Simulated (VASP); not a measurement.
Computed with PBE GGA with D3 dispersion (Becke-Johnson damping), VASP's PBE PAW potentials (set 64) (plane waves; VASP).

The input files of a VASP run:

**INCAR**
```
SYSTEM = PtSe2 monolayer
PREC = Normal; ENCUT = 400; LREAL = .False.
LASPH = .True.
EDIFF = 1E-6; NELM = 100; NELMIN = 4
ALGO = Normal; LMAXMIX = 6
ISMEAR = 0; SIGMA = 0.05
GGA = PE; IVDW = 12
LWAVE = .False.; LCHARG = .False.; LORBIT = 11
LVHAR = .True.
```

File POSCAR:
```
PtSe2 monolayer
1
    3.7052139584    -0.0000000000     0.0000000000
   -1.8526069791     3.2088096563    -0.0000000000
    0.0000000000    -0.0000000000    18.2171846290
Se Pt
2 1
Direct
  0.6666670000   0.3333330000   0.4271554132
  0.3333330000   0.6666670000   0.5728445868
  0.0000000000   0.0000000000   0.5000000000
```

File KPOINTS:
```
Automatic
0
gamma
 12 12 1
```

POTCAR, in this order: Se Pt (PBE.64 set). Program: vasp_std. Read from the step before: WAVECAR.

What VASP printed:

### OUTCAR
```
 ion  position               nearest neighbor table
   1  0.667  0.333  0.427-   3 2.52   3 2.52   3 2.52
   2  0.333  0.667  0.573-   3 2.52   3 2.52   3 2.52
   3  0.000  0.000  0.500-   1 2.52   2 2.52   1 2.52   2 2.52   1 2.52   2 2.52
  LATTYP: Found a hexagonal cell.
 ALAT       =     3.7052139584
 C/A-ratio  =     4.9166349996
 Subroutine PRICEL returns:
 Original cell was already a primitive cell.
 Subroutine GETGRP returns: Found 12 space group operations
The static configuration has the point symmetry D_3d.
The dynamic configuration has the point symmetry D_3d.
 Subroutine INISYM returns: Found 12 space group operations
 Subroutine IBZKPT returns following result:
 Found     19 irreducible k-points:

 Following reciprocal coordinates:
            Coordinates               Weight
  0.000000  0.000000  0.000000      1.000000
  0.083333  0.000000  0.000000      6.000000
  0.166667 -0.000000  0.000000      6.000000
  0.250000  0.000000  0.000000      6.000000
  0.333333  0.000000  0.000000      6.000000
  0.416667  0.000000  0.000000      6.000000
  0.500000  0.000000  0.000000      3.000000
...
```

OSZICAR:
```
       N       E                     dE             d eps       ncg     rms          rms(c)
DAV:   1    -0.142862619947E+02   -0.14286E+02   -0.76164E-03   633   0.163E+00    0.713E-03
DAV:   2    -0.142862601657E+02    0.18290E-05   -0.65863E-07   621   0.105E-02    0.389E-03
DAV:   3    -0.142862632188E+02   -0.30531E-05   -0.34991E-07   544   0.881E-03    0.191E-03
DAV:   4    -0.142862642528E+02   -0.10341E-05   -0.18236E-07   558   0.646E-03    0.263E-04
DAV:   5    -0.142862642716E+02   -0.18742E-07   -0.99520E-09   446   0.935E-04
   1 F= -.15184244E+02 E0= -.15184244E+02  d E =-.193517E-15
```

File OUTCAR:
```
------------------------ aborting loop because EDIFF is reached ----------------------------------------
 Edisp (eV)   -0.89798
  FORCE on cell =-STRESS in cart. coord.  units (eV):
  Direction    XX          YY          ZZ          XY          YZ          ZX
  --------------------------------------------------------------------------------------
  Total      -0.03607    -0.03607    -0.08196    -0.00000     0.00000     0.00000
  in kB      -0.26682    -0.26682    -0.60625    -0.00000     0.00000     0.00000
  external pressure =       -0.38 kB  Pullay stress =        0.00 kB
  volume of cell :      216.59
      direct lattice vectors                 reciprocal lattice vectors
     3.705213958  0.000000000  0.000000000     0.269889947  0.155821022  0.000000000
    -1.852606979  3.208809656  0.000000000     0.000000000  0.311642044  0.000000000
     0.000000000  0.000000000 18.217184629     0.000000000  0.000000000  0.054893224
 POSITION                                       TOTAL-FORCE (eV/Angst)
 -----------------------------------------------------------------------------------
      1.85261      1.06960      7.78157        -0.000000      0.000000      0.017362
     -0.00000      2.13921     10.43562         0.000000     -0.000000     -0.017362
      0.00000      0.00000      9.10859        -0.000000      0.000000      0.000000
 -----------------------------------------------------------------------------------
    total drift:                               -0.000000      0.000000      0.000000
  FREE ENERGIE OF THE ION-ELECTRON SYSTEM (eV)
  ---------------------------------------------------
  free  energy   TOTEN  =       -15.1842439772 eV

  energy  without entropy=      -15.1842439772  energy(sigma->0) =      -15.18424398

 total charge

# of ion       s       p       d       tot
------------------------------------------
    1        1.477   2.250   0.056   3.783
    2        1.477   2.250   0.056   3.783
    3        0.676   0.698   7.995   9.370
--------------------------------------------------
tot          3.630   5.198   8.108  16.936
```
(Selected blocks of OUTCAR.)

### OUTCAR
```
 val. band max:       -2.5278834063   @ k =   0.0833   0.0000   0.0000

 cond. band min:      -1.1645744071   @ k =   0.2500   0.0000   0.0000


 Fermi energy:        -2.2559798478

 k-point     1 :       0.0000    0.0000    0.0000
  band No.  band energies     occupation
      1     -16.5773      2.00000
      2     -14.8210      2.00000
      3      -7.6907      2.00000
      4      -7.6208      2.00000
      5      -7.6208      2.00000
      6      -5.4138      2.00000
      7      -5.4138      2.00000
      8      -3.8475      2.00000
      9      -3.2178      2.00000
     10      -2.5316      2.00000
     11      -2.5316      2.00000
     12       0.4204      0.00000
     13       0.4205      0.00000
     14       1.9636      0.00000
     15       2.7203      0.00000

 k-point     2 :       0.0833    0.0000    0.0000
  band No.  band energies     occupation
      1     -16.5022      2.00000
      2     -14.8239      2.00000
      3      -7.6422      2.00000
      4      -7.6108      2.00000
      5      -7.5761      2.00000
      6      -5.5183      2.00000
      7      -5.4681      2.00000
      8      -4.0846      2.00000
      9      -3.0864      2.00000
     10      -2.5960      2.00000
     11      -2.5279      2.00000
     12      -0.0794      0.00000
     13       0.3065      0.00000
     14       2.2190      0.00000
     15       2.8559      0.00000

 k-point     3 :       0.1667   -0.0000    0.0000
  band No.  band energies     occupation
      1     -16.2864      2.00000
      2     -14.8334      2.00000
      3      -7.6659      2.00000
      4      -7.4584      2.00000
      5      -7.3965      2.00000
      6      -5.9030      2.00000
      7      -5.5781      2.00000
      8      -4.5308      2.00000
      9      -2.8314      2.00000
     10      -2.7424      2.00000
     11      -2.5992      2.00000
     12      -0.9106      0.00000
     13       0.0999      0.00000
     14       2.7527      0.00000
     15       3.1399      0.00000
...
```

Unless said otherwise, spin-orbit coupling is left out, though it shifts the bands of the heavy elements here.

The cell is a sheet with vacuum, built from PtSe2 (1T layered).
